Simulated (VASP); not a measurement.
# What goes wrong when HfO2 is relaxed with a bad input

Aim: see how common mistakes in a VASP relaxation show up, on HfO2. The starting structure is a measured crystal structure from the Crystallography Open Database. The first relaxation on each setting starts from this cell expanded by 3 % in volume.

Program: VASP 6.6.1. Level of theory: Kohn-Sham DFT with plane waves and PAW; PBEsol. Results are calculated unless marked as measured.

## Step 1: Set-up

It takes space group P2_1/c (No. 14, monoclinic). Conventional cell: a = 5.116 Å, b = 5.172 Å, c = 5.295 Å, α = 90.00°, β = 99.18°, γ = 90.00°. Nearest to Hf lie 7 O at 2.03 to 2.25 Å. O has 4 Hf at 2.16 to 2.25 Å nearest. Nearest to O lie 3 Hf at 2.03 to 2.17 Å. Farther neighbours and most contacts between anions are not listed.

## Step 2: Reference relaxation

This run starts from the cell of an earlier relaxation, which isn't shown; the restart sets up the plane waves anew.

Contents of INCAR:

```
SYSTEM = HfO2
PREC = Accurate
ENCUT = 520
EDIFF = 1E-06
NELM = 100
ISMEAR = 0
SIGMA = 0.03
LREAL = .FALSE.
ALGO = Normal
GGA = PS
NBANDS = 56
LASPH = .TRUE.
LORBIT = 11
LWAVE = .FALSE.
LCHARG = .FALSE.
KPAR = 8
NCORE = 2
IBRION = 2
NSW = 50
ISIF = 3
EDIFFG = -0.006
```

Contents of POSCAR:

```
HfO2
1.0
    5.0767999776      0.0000000000     -0.0188476181
    0.0000000000      5.1572993179      0.0000000000
   -0.8575236136      0.0000000000      5.1743522081
Hf O
4 8
Direct
    0.2772579051      0.4573220550      0.7077287221
    0.7227420949      0.9573220550      0.7922712779
    0.7227420949      0.5426779450      0.2922712779
    0.2772579051      0.0426779450      0.2077287221
    0.4470868105      0.7417644687      0.9806604738
    0.5529131895      0.2417644687      0.5193395262
    0.5529131895      0.2582355313      0.0193395262
    0.4470868105      0.7582355313      0.4806604738
    0.0713993668      0.1623944578      0.8404625132
    0.9286006332      0.6623944578      0.6595374868
    0.9286006332      0.8376055422      0.1595374868
    0.0713993668      0.3376055422      0.3404625132
```

Contents of KPOINTS:

```
Automatic mesh
0
Gamma
4 4 4
0 0 0
```

Potentials, in the order of the species: Hf_pv and O (PBE family, release 64).

The run is started by

```sh
$ mpirun -np 16 vasp_std
```

Log:

```text
[banner, memory and clock lines left out]
running   16 mpi-ranks, on    1 nodes
 distrk:  each k-point on    2 cores,    8 groups
 distr:  one band on    2 cores,    1 groups

 POSCAR found type information on POSCAR HfO
 POSCAR found :  2 types and      12 ions
|                                                                             |
|               ----> ADVICE to this user running VASP <----                  |
|                                                                             |
|     You enforced a specific xc type in the INCAR file but a different       |
|     [... a line on the potential file left out ...]
|     I HOPE YOU KNOW WHAT YOU ARE DOING!                                     |
|                                                                             |

 LDA part: xc-table for (Slater+PW92), standard interpolation
 POSCAR, INCAR and KPOINTS ok, starting setup
 FFT: planning ... GRIDC
 FFT: planning ... GRID_SOFT
 FFT: planning ... GRID
 WAVECAR not read
 entering main loop
       N       E                     dE             d eps       ncg     rms          rms(c)
DAV:   1     0.566935211378E+03    0.56694E+03   -0.50439E+04  3360   0.158E+03
DAV:   2    -0.111460457627E+03   -0.67840E+03   -0.65715E+03  4224   0.407E+02
DAV:   3    -0.146393267994E+03   -0.34933E+02   -0.34783E+02  3920   0.842E+01
DAV:   4    -0.146863623351E+03   -0.47036E+00   -0.46946E+00  4248   0.106E+01
DAV:   5    -0.146870607094E+03   -0.69837E-02   -0.69817E-02  3992   0.122E+00    0.115E+02
DAV:   6    -0.127828269512E+03    0.19042E+02   -0.97452E+01  3776   0.395E+01    0.939E+01
DAV:   7    -0.127453501876E+03    0.37477E+00   -0.53693E+00  4112   0.113E+01    0.497E+01
DAV:   8    -0.127415464450E+03    0.38037E-01   -0.37292E-01  3936   0.334E+00    0.884E+00
DAV:   9    -0.127382859371E+03    0.32605E-01   -0.14031E-01  3816   0.194E+00    0.437E+00
DAV:  10    -0.127381083708E+03    0.17757E-02   -0.14194E-02  4184   0.575E-01    0.436E-01
DAV:  11    -0.127381129241E+03   -0.45534E-04   -0.15756E-03  4064   0.217E-01    0.273E-01
DAV:  12    -0.127381230234E+03   -0.10099E-03   -0.39358E-04  3888   0.960E-02    0.247E-01
DAV:  13    -0.127381207697E+03    0.22537E-04   -0.11979E-04  3960   0.475E-02    0.483E-02
DAV:  14    -0.127381209132E+03   -0.14348E-05   -0.14134E-05  4384   0.191E-02    0.375E-02
DAV:  15    -0.127381210051E+03   -0.91894E-06   -0.17557E-06  2680   0.645E-03
   1 F= -.12738121E+03 E0= -.12738121E+03  d E =-.127381E+03
 curvature:   0.00 expect dE= 0.000E+00 dE for cont linesearch  0.000E+00
 trial: gam= 0.00000 g(F)=  0.109E-04 g(S)=  0.800E-05 ort = 0.000E+00 (trialstep = 0.100E+01)
 search vector abs. value=  0.189E-04
 reached required accuracy - stopping structural energy minimisation
```

The job ended after 25 s (16 MPI ranks of Intel Xeon Platinum 8259CL at 2.50GHz (Skylake/Cascade Lake), shared host; peak memory 3.9 GiB).

The logs omit lines about the potential files and the build; timing stands in the text.

From OUTCAR (step 2):

```text
ion  position               nearest neighbor table
   1  0.277  0.457  0.708-   9 2.03  10 2.04  12 2.12   5 2.13   6 2.15   8 2.22   7 2.22   3 3.29
                             4 3.38   4 3.38   2 3.41   2 3.41   3 3.42   3 3.52
   2  0.723  0.957  0.792-  10 2.03   9 2.04  11 2.12   6 2.13   5 2.15   7 2.22   8 2.22   4 3.29
                             3 3.38   3 3.38   1 3.41   1 3.41   4 3.42   4 3.52
   3  0.723  0.543  0.292-  11 2.03  12 2.04  10 2.12   7 2.13   8 2.15   6 2.22   5 2.22   1 3.29
                             2 3.38   2 3.38   4 3.41   4 3.41   1 3.42   1 3.52
   4  0.277  0.043  0.208-  12 2.03  11 2.04   9 2.12   8 2.13   7 2.15   5 2.22   6 2.22   2 3.29
                             1 3.38   1 3.38   3 3.41   3 3.41   2 3.42   2 3.52
   5  0.447  0.742  0.981-   1 2.13   2 2.15   4 2.22   3 2.22
   6  0.553  0.242  0.519-   2 2.13   1 2.15   3 2.22   4 2.22
   7  0.553  0.258  0.019-   3 2.13   4 2.15   2 2.22   1 2.22
   8  0.447  0.758  0.481-   4 2.13   3 2.15   1 2.22   2 2.22
   9  0.071  0.162  0.840-   1 2.03   2 2.04   4 2.12
  10  0.929  0.662  0.660-   2 2.03   1 2.04   3 2.12
  11  0.929  0.838  0.160-   3 2.03   4 2.04   2 2.12
  12  0.071  0.338  0.340-   4 2.03   3 2.04   1 2.12

  LATTYP: Found a simple monoclinic cell.
 ALAT       =     5.0768349634
 B/A-ratio  =     1.0158493146
 C/A-ratio  =     1.0331097677
 COS(beta)  =    -0.1671571826

 Subroutine GETGRP returns: Found  4 space group operations
 (whereof  2 operations were pure point group operations)

The static configuration has the point symmetry S_2 .
 The point group associated with its full space group is C_2h.

 Found     30 irreducible k-points:

   k-points           NKPTS =     30   k-points in BZ     NKDIM =     30   number of bands    NBANDS=     56

   dimension x,y,z NGX =    40 NGY =   40 NGZ =   40
   dimension x,y,z NGXF=    80 NGYF=   80 NGZF=   80

   ENCUT  =  520.0 eV  38.22 Ry    6.18 a.u.   9.44  9.59  9.75*2*pi/ulx,y,z

   NELECT =      88.0000    total number of electrons

 k-points in reciprocal lattice and weights: Automatic mesh
   0.00000000  0.00000000  0.00000000       0.016
   0.25000000  0.00000000  0.00000000       0.031
   0.50000000  0.00000000  0.00000000       0.016
   0.00000000  0.25000000  0.00000000       0.031
   0.25000000  0.25000000  0.00000000       0.062
   0.50000000  0.25000000  0.00000000       0.031
   0.00000000  0.50000000  0.00000000       0.016
   0.25000000  0.50000000  0.00000000       0.031
   0.50000000  0.50000000  0.00000000       0.016
[...]
0.25000000  0.50000000  0.50000000       0.031
   0.50000000  0.50000000  0.50000000       0.016

 average (electrostatic) potential at core
       1 -37.2772       2 -37.2772       3 -37.2772       4 -37.2772       5 -70.5613
       6 -70.5613       7 -70.5613       8 -70.5613       9 -70.1091      10 -70.1091
      11 -70.1091      12 -70.1091

 E-fermi :   3.2544

 k-point     1 :       0.0000    0.0000    0.0000
  band No.  band energies     occupation
    ...
     40       2.0765      2.00000
     41       2.4952      2.00000
     42       2.5862      2.00000
     43       2.9202      2.00000
     44       3.1257      2.00000
     45       7.5675      0.00000
     46       8.2209      0.00000
     47       8.3204      0.00000
     48       8.6327      0.00000
     49       8.8349      0.00000
    ...

 k-point     2 :       0.2500    0.0000    0.0000
  band No.  band energies     occupation
    ...
     40       2.1595      2.00000
     41       2.3887      2.00000
     42       2.5225      2.00000
     43       2.5848      2.00000
     44       3.0776      2.00000
     45       7.4744      0.00000
     46       7.8894      0.00000
     47       8.3034      0.00000
     48       8.4701      0.00000
     49       9.0123      0.00000
    ...

 k-point     3 :       0.5000    0.0000    0.0000
  band No.  band energies     occupation
    ...
     40       2.1590      2.00000
     41       2.3672      2.00000
     42       2.4852      2.00000
     43       2.6851      2.00000
     44       3.0283      2.00000
     45       7.0864      0.00000
     46       8.2200      0.00000
     47       8.3600      0.00000
     48       8.3811      0.00000
     49       8.9671      0.00000
    ...

  Total        0.0284098      0.0021994      0.0224865      0.0000000      0.0000000     -0.0183483
  in kB        0.3361840      0.0260258      0.2660914      0.0000000      0.0000000     -0.2171227
  external PRESSURE =       0.2094337 kB  Pullay stress =       0.0000000 kB

  energy-cutoff  :      520.00
  volume of cell :      135.39
      direct lattice vectors                 reciprocal lattice vectors
     5.076799978  0.000000000 -0.018847618     0.197095737  0.000000000  0.032663847
     0.000000000  5.157299318  0.000000000     0.000000000  0.193899935  0.000000000
    -0.857523614  0.000000000  5.174352208     0.000717923  0.000000000  0.193379885

 POSITION                                       TOTAL-FORCE (eV/Angst)
 -----------------------------------------------------------------------------------
      0.80069      2.35855      3.65681         0.004984     -0.001005     -0.001382
      2.98983      4.93720      4.08587        -0.004984     -0.001005      0.001382
      3.41859      2.79875      1.49869        -0.004984      0.001005      0.001382
      1.22945      0.22010      1.06964         0.004984      0.001005     -0.001382
      1.42883      3.82550      5.06586        -0.002824      0.000955      0.000866
      2.36168      1.24685      2.67682         0.002824      0.000955     -0.000866
      2.79045      1.33180      0.08965         0.002824     -0.000955     -0.000866
      1.85759      3.91045      2.47868        -0.002824     -0.000955      0.000866
     -0.35824      0.83752      4.34750        -0.001746     -0.003539      0.001832
      4.14875      3.41617      3.39518         0.001746     -0.003539     -0.001832
      4.57751      4.31978      0.80800         0.001746      0.003539     -0.001832
      0.07053      1.74113      1.76033        -0.001746      0.003539      0.001832
 -----------------------------------------------------------------------------------
    total drift:                                0.000000     -0.000000      0.000000

  FREE ENERGIE OF THE ION-ELECTRON SYSTEM (eV)
  ---------------------------------------------------
  free  energy   TOTEN  =      -127.3812100509 eV

  energy  without entropy=     -127.3812100509  energy(sigma->0) =     -127.38121005

 reached required accuracy - stopping structural energy minimisation

 total charge
# of ion       s       p       d       tot
------------------------------------------
    1        0.323   6.667   1.529   8.518
    2        0.323   6.667   1.529   8.518
    3        0.323   6.667   1.529   8.518
    4        0.323   6.667   1.529   8.518
    5        1.553   3.536   0.000   5.089
    6        1.553   3.536   0.000   5.089
    7        1.553   3.536   0.000   5.089
    8        1.553   3.536   0.000   5.089
    9        1.559   3.542   0.000   5.101
   10        1.559   3.542   0.000   5.101
   11        1.559   3.542   0.000   5.101
   12        1.559   3.542   0.000   5.101
--------------------------------------------------
tot         13.739  54.978   6.114  74.832

[... 3 further parts left out ...]
```

CONTCAR:

```
HfO2
   1.00000000000000
     5.0767999776000003    0.0000000000000000   -0.0188476181000000
     0.0000000000000000    5.1572993178999997    0.0000000000000000
    -0.8575236136000000    0.0000000000000000    5.1743522081000002
  Hf              O
     4     8
Direct
     0.2772579051000008    0.4573220549999988    0.7077287221000006
     0.7227420948999992    0.9573220549999988    0.7922712778999994
     0.7227420948999992    0.5426779450000012    0.2922712778999994
     0.2772579051000008    0.0426779450000012    0.2077287221000006
     0.4470868104999965    0.7417644686999978    0.9806604738000004
     0.5529131895000035    0.2417644686999978    0.5193395261999996
     0.5529131895000035    0.2582355313000022    0.0193395261999996
     0.4470868104999965    0.7582355313000022    0.4806604738000004
     0.0713993668000015    0.1623944577999978    0.8404625132000021
     0.9286006331999985    0.6623944577999978    0.6595374867999979
     0.9286006331999985    0.8376055422000022    0.1595374867999979
     0.0713993668000015    0.3376055422000022    0.3404625132000021
```

The PAW data sets were made with PBE, which is usual practice but a small mismatch for other functionals. The run keeps the 4 symmetry operations of its start, so it cannot find a distortion of lower symmetry.

The reference relaxation ends at 11.283 Å³ an atom. Pressures at 0.985 and 1.015 times this volume, from two more relaxations that aren't shown, give a bulk modulus of 188.1 GPa.

## Step 3: Relaxation with a smearing far too wide

A slip made on purpose: a smearing far too wide. Against step 2 the input has SIGMA = 2 (also changed: NELM).

INCAR, as its differences from that of step 2:

```diff
@@ -4,5 +4,5 @@
 EDIFF = 1E-06
-NELM = 100
+NELM = 60
 ISMEAR = 0
-SIGMA = 0.03
+SIGMA = 2
 LREAL = .FALSE.
```

Contents of POSCAR:

```
HfO2
1.0
    5.1662527991      0.0000000000      0.0000000000
    0.0000000000      5.2234132316      0.0000000000
   -0.8530784553      0.0000000000      5.2787399612
Hf O
4 8
Direct
    0.2759000000      0.4588000000      0.7078000000
    0.7241000000      0.9588000000      0.7922000000
    0.7241000000      0.5412000000      0.2922000000
    0.2759000000      0.0412000000      0.2078000000
    0.4460000000      0.7520000000      0.9880000000
    0.5540000000      0.2520000000      0.5120000000
    0.5540000000      0.2480000000      0.0120000000
    0.4460000000      0.7480000000      0.4880000000
    0.0730000000      0.1540000000      0.8320000000
    0.9270000000      0.6540000000      0.6680000000
    0.9270000000      0.8460000000      0.1680000000
    0.0730000000      0.3460000000      0.3320000000
```

KPOINTS is that of step 2.

The run is started by

```sh
$ mpirun -np 16 vasp_std
```

Log:

```text
[banner, memory and clock lines left out]
running   16 mpi-ranks, on    1 nodes
[...]
[... a notice as in an earlier step ...]

 LDA part: xc-table for (Slater+PW92), standard interpolation
 POSCAR, INCAR and KPOINTS ok, starting setup
[...]
entering main loop
       N       E                     dE             d eps       ncg     rms          rms(c)
DAV:   1     0.553617398583E+03    0.55362E+03   -0.50160E+04  3360   0.157E+03
DAV:   2    -0.111334230100E+03   -0.66495E+03   -0.64159E+03  4216   0.403E+02
DAV:   3    -0.146414321034E+03   -0.35080E+02   -0.34926E+02  3936   0.837E+01
DAV:   4    -0.146911913283E+03   -0.49759E+00   -0.49637E+00  4232   0.108E+01
[...]
DAV:  13    -0.127245149417E+03    0.67537E-05   -0.55261E-05  4112   0.308E-02    0.495E-02
DAV:  14    -0.127245151302E+03   -0.18851E-05   -0.11808E-05  4008   0.124E-02    0.107E-02
DAV:  15    -0.127245151880E+03   -0.57753E-06   -0.29293E-06  2416   0.429E-03
   1 F= -.12724515E+03 E0= -.12627780E+03  d E =-.127245E+03
[...]
6 F= -.12764258E+03 E0= -.12682686E+03  d E =-.802595E-02
   7 F= -.12764261E+03 E0= -.12682648E+03  d E =-.805639E-02
   8 F= -.12764495E+03 E0= -.12683307E+03  d E =-.233781E-02
   9 F= -.12764536E+03 E0= -.12683603E+03  d E =-.274287E-02
  10 F= -.12764576E+03 E0= -.12682814E+03  d E =-.408786E-03
  11 F= -.12764584E+03 E0= -.12683055E+03  d E =-.487519E-03
  12 F= -.12764657E+03 E0= -.12683180E+03  d E =-.723749E-03
  13 F= -.12764748E+03 E0= -.12683386E+03  d E =-.163195E-02
  14 F= -.12764811E+03 E0= -.12683503E+03  d E =-.630786E-03
  15 F= -.12764830E+03 E0= -.12683573E+03  d E =-.824797E-03
  16 F= -.12764881E+03 E0= -.12683466E+03  d E =-.506239E-03
  17 F= -.12764951E+03 E0= -.12683013E+03  d E =-.120857E-02
  18 F= -.12765001E+03 E0= -.12683179E+03  d E =-.499373E-03
  19 F= -.12765081E+03 E0= -.12683583E+03  d E =-.130523E-02
  20 F= -.12765085E+03 E0= -.12683692E+03  d E =-.134463E-02
  21 F= -.12765113E+03 E0= -.12683521E+03  d E =-.275020E-03
  22 F= -.12765120E+03 E0= -.12683409E+03  d E =-.347511E-03
[...]
hard stop encountered!  aborting job ...
[...]
|     The electronic self-consistency was not achieved in the given           |
[...]
soft stop encountered!  aborting job ...
  23 F= -.12765116E+03 E0= -.12683167E+03  d E =-.163898E+01
 deleting file STOPCAR
```

It took 6.8 min on 16 MPI ranks; peak memory 4.9 GiB.

Logs of long relaxations may skip ionic steps without a mark.

The run was stopped at its time limit, after 23 ionic steps.

## Step 4: Relaxation with an ionic step far too long

A slip made on purpose: an ionic step far too long. Against step 2 the input has IBRION = 1 and POTIM = 2 (also changed: NELM and NSW).

INCAR, as its differences from that of step 3:

```diff
@@ -6,3 +6,3 @@
 ISMEAR = 0
-SIGMA = 2
+SIGMA = 0.03
 LREAL = .FALSE.
@@ -17,5 +17,6 @@
 NCORE = 2
-IBRION = 2
-NSW = 50
+IBRION = 1
+NSW = 30
 ISIF = 3
 EDIFFG = -0.006
+POTIM = 2
```

POSCAR is that of step 3.

KPOINTS is that of step 3.

The run is started by

```sh
$ mpirun -np 16 vasp_std
```

Log:

```text
[... set-up lines as in an earlier step ...]
 entering main loop
       N       E                     dE             d eps       ncg     rms          rms(c)
DAV:   1     0.555863973978E+03    0.55586E+03   -0.50160E+04  3360   0.157E+03
DAV:   2    -0.111327273926E+03   -0.66719E+03   -0.64714E+03  4216   0.403E+02
DAV:   3    -0.146407615801E+03   -0.35080E+02   -0.34929E+02  3936   0.837E+01
DAV:   4    -0.146904374636E+03   -0.49676E+00   -0.49566E+00  4232   0.108E+01
[...]
DAV:  14    -0.126919473732E+03   -0.89364E-06   -0.14034E-05  4344   0.202E-02    0.317E-02
DAV:  15    -0.126919475030E+03   -0.12987E-05   -0.37850E-06  3384   0.888E-03    0.123E-02
DAV:  16    -0.126919474865E+03    0.16553E-06   -0.18340E-07  2384   0.214E-03
   1 F= -.12691947E+03 E0= -.12691947E+03  d E =-.126919E+03
[... from here on, the cycles between the ionic steps are left out ...]
   2 F= -.75643088E+02 E0= -.75643088E+02  d E =0.512764E+02
   3 F= -.12643167E+03 E0= -.12643167E+03  d E =-.507886E+02
   4 F= -.10666083E+03 E0= -.10666083E+03  d E =0.197708E+02
[...]
|     E        R    R   R    R   O     O  R    R      ###     ###     ###     |
|     EEEEEEE  R     R  R     R  OOOOOOO  R     R     ###     ###     ###     |
|                                                                             |
|     Orbital orthonormalization failed in the inversion of matrix            |
|     LAPACK: Routine ZPOTRF failed! kpoint: 1 spin: 1                        |
|                                                                             |
|     Possible solutions for this issue are:                                  |
|     - Please check whether the atoms are too close to each other.           |
|     - Decreasing POTIM might help during relaxations or MDs.                |
|     - Deleting CHGCAR or WAVECAR if incompatible with the structure.        |
|     - Try calculating without symmetrizing (ISYM = 0 or ISYM = -1).         |
|     - As last resort: using a different PAW for some of the atoms.          |
|                                                                             |
|       ---->  I REFUSE TO CONTINUE WITH THIS SICK JOB ... BYE!!! <----       |
|                                                                             |
 -----------------------------------------------------------------------------

1
1
1
1
1
1
1
1
1
1
1
1
1
1
1
1
```

The job ended after 4.6 min (16 MPI ranks).

VASP stopped with this message: “Orbital orthonormalization failed in the inversion of matrix LAPACK: Routine ZPOTRF failed! kpoint: 1 spin: 1”.

(Part 1 of 2 ends here.)

[Lines on the potential files, build, host, timing and source positions are cut from VASP's logs without a mark.]

[Logs are printed without paths, hosts, clocks, repeated set-up lines and the standing remarks that a program may print on its own settings, such as how far it seeks lower states.]

[Hosts, paths, dates, database ids (printed as entryN), source tags and the programs' standing remarks are cut or masked in the printed files.]
